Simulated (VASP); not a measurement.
Input for VASP

File KPOINTS:
```
K-points
0
gamma
  6 6 6
```

File POSCAR:
```
Na2S
4.6385230
  0.0000000000   0.7071067516   0.7071067516
  0.7071067516   0.0000000000   0.7071067516
  0.7071067516   0.7071067516   0.0000000000
Na S
2 1
Cart
  0.3535533758   0.3535533758   0.3535533758
  1.0606601274   1.0606601274   1.0606601274
  0.0000000000   0.0000000000   0.0000000000
```

### INCAR
```
! general
SYSTEM  =  Na2S
PREC    =  Accurate
ENCUT   =  520
LREAL   =  .False.
LASPH   =  .True.

! electronic loop
EDIFF   =  1E-7
NELM    =  100
ALGO    =  Normal

! smearing
ISMEAR  =  0
SIGMA   =  0.05

! functional
GGA     =  91

! ions
ISIF    =  2

! output
LWAVE   =  .False.
LCHARG  =  .False.
```

POTCAR, in this order: Na_pv S (PBE.64 set). Program: vasp_std.

Write an equivalent input for Quantum ESPRESSO's pw.x.

One equivalent input (not run):
```
&CONTROL
  calculation = 'scf'
  pseudo_dir = './pseudo'
  outdir = './out'
  tprnfor = .true.
  tstress = .true.
/
&SYSTEM
  ibrav = 0
  nat = 3
  ntyp = 2
  ecutwfc = 88
  occupations = 'smearing'
  smearing = 'gaussian'
  degauss = 0.003675
  input_dft = 'pw91'
/
&ELECTRONS
  conv_thr = 7.3e-09
  electron_maxstep = 100
/
ATOMIC_SPECIES
  Na 22.990 Na.upf
  S 32.060 S.upf
CELL_PARAMETERS angstrom
     0.0000000    3.2799309    3.2799309
     3.2799309    0.0000000    3.2799309
     3.2799309    3.2799309    0.0000000
ATOMIC_POSITIONS crystal
  Na   0.2500000  0.2500000  0.2500000
  Na   0.7500000  0.7500000  0.7500000
  S    0.0000000  0.0000000  0.0000000
K_POINTS automatic
  6 6 6 0 0 0
```
What does not carry over: the potentials are each code's own (VASP's PAW set, PseudoDojo norm-conserving files in pw.x), so ENCUT and ecutwfc are chosen apart and not converted; conv_thr bounds pw.x's estimated SCF error, while EDIFF bounds the energy change between steps.

The compound is Na2S in the antifluorite structure. It was relaxed first.
